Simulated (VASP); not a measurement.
MgZn₃S₄ (space group Pm): the band gap from VASP (plane waves, PAW) at several levels of theory. Gaps are without spin-orbit coupling. Each level names its cell: its own relaxed one, PBE's, or the starting one. A gap is the smallest over the k-mesh and a band path; hybrids may have named points in place of the path, and GW has the mesh alone.  mBJ is a potential without an energy functional, so only the levels count.

| level | band gap (eV) |
|---|---|
| PBEsol (own cell) | 2.31 |
| r2SCAN (own cell) | 2.97 |
| mBJ (TB09) (PBE cell) | 3.86 |

The cell of the PBEsol (own cell) run:

```
CELL_PARAMETERS angstrom
      6.27474     0.00000    -0.00027
      0.00000     3.83330     0.00000
     -0.00553     0.00000     6.65331
ATOMIC_POSITIONS crystal
  Mg 0.50029 0.00000 0.66642
  Zn 0.49947 0.50000 0.16700
  Zn 0.99962 0.50000 0.83657
  Zn 0.99894 0.00000 0.32979
  S  0.11184 0.00000 0.66538
  S  0.12708 0.50000 0.16737
  S  0.63096 0.50000 0.84421
  S  0.62789 0.00000 0.32318
```

Only levels that ran to the end are used. Left out are those held back, those with too coarse a band path, GW runs whose mesh misses a band edge, hybrids' fits of cells that aren't cubic and levels without matching references; a question may draw on a part of the rest.

The structure comes from a computed database's MgZn3S4 entry (Pm); how it stands against other phases isn't given here.
